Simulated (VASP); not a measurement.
The system is Ag4AuS2.

```xyz
7
Lattice="5.1708 0.0000 0.0000 0.0000 3.9750 0.0000 -0.4518 0.0000 6.8819" Properties=species:S:1:pos:R:3 pbc="T T T"
Au   -0.2259    1.9875    3.4409
Ag    1.4503    1.9875    0.9160
Ag    3.4808    0.0000    1.8600
Ag    1.2382    0.0000    5.0219
Ag    3.2687    1.9875    5.9659
S     0.0000    0.0000    0.0000
S     2.3595    1.9875    3.4409
```

The cell comes from a database or a generator and needn't be the stable form of this composition.

| Quantity | Value |
| --- | --- |
| Program | VASP 6.6.1 |
| Task | single point |
| Functional | PBE |
| Potentials or basis | VASP PAW PBE potentials, release 64 (Au, Ag, S) |
| Cutoff | 520 eV |
| k mesh | 5 × 7 × 4 |
| Occupations | fermi-dirac, width 0.05 eV |
| Spin | no spin polarisation |

On this cell: pressure -0.7 GPa; largest force 0.041 eV/Å; band gap on the k mesh none (metal or under the smearing width).

The same run follows on a disturbed copy (atoms moved at random, drawn with an rms of 0.05 Å):

```
CELL_PARAMETERS angstrom
5.17080 0.00000 0.00000
0.00000 3.97501 0.00000
-0.45182 0.00000 6.88186
ATOMIC_POSITIONS crystal
Au 0.00487 0.50025 0.50136
Ag 0.28770 0.50985 0.13161
Ag 0.70546 0.99554 0.26943
Ag 0.30104 0.00825 0.73231
Ag 0.69911 0.49473 0.86533
S 0.99177 0.98898 0.00135
S 0.51039 0.49952 0.49967
```

Question: What does the disturbed cell give?

Answer: The energy (extrapolated to zero smearing) moves by +3.3 meV/atom; pressure -0.6 GPa; largest force 0.313 eV/Å; band gap on the k mesh none (metal or under the smearing width).

Forces in eV/Å, atoms in the order of the input:
```
Au   0.115  0.013  0.001
Ag   0.063 -0.134  0.095
Ag  -0.249  0.080  0.172
Ag   0.026 -0.054 -0.006
Ag   0.057  0.028  0.019
S    0.138  0.107 -0.216
S   -0.150 -0.040 -0.064
```

Stress tensor (GPa, compression positive):
```
-0.73 -0.07 -0.18
-0.07 -0.71 -0.21
-0.18 -0.21 -0.25
```
